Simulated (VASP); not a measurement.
Consider the following.

```xyz
4
Lattice="4.1351 0.0000 0.0000 0.0000 4.1351 0.0000 0.0000 0.0000 4.1351" Properties=species:S:1:pos:R:3 pbc="T T T"
Sc     0.0000     0.0000     0.0000
Al     0.0000     2.0675     2.0675
Al     2.0675     0.0000     2.0675
Al     2.0675     2.0675     0.0000
```

These are RPBE GGA, VASP's PBE PAW potentials (set 64) (plane waves; VASP 6.6.1) values and carry that method's errors. Settings: 520 eV cut-off, 8×8×8 Γ-centred mesh, tetrahedra with Blöchl corrections, potentials Sc_sv Al.

The cores are frozen, which limits the accuracy of field gradients.

### Question
Give the principal components of the electric field gradient (V/Å²) and the asymmetry η at each nucleus.

### Answer

| atom | Vxx | Vyy | Vzz | η |
|---|---|---|---|---|
| Sc1 | 0.0 | 0.0 | 0.0 | - |
| Al2 | -9.7 | -9.7 | 19.4 | 0.00 |
| Al3 | -9.7 | -9.7 | 19.4 | 0.00 |
| Al4 | -9.7 | -9.7 | 19.4 | 0.00 |

The compound is Al3Sc in the L1_2 structure. It was relaxed first.
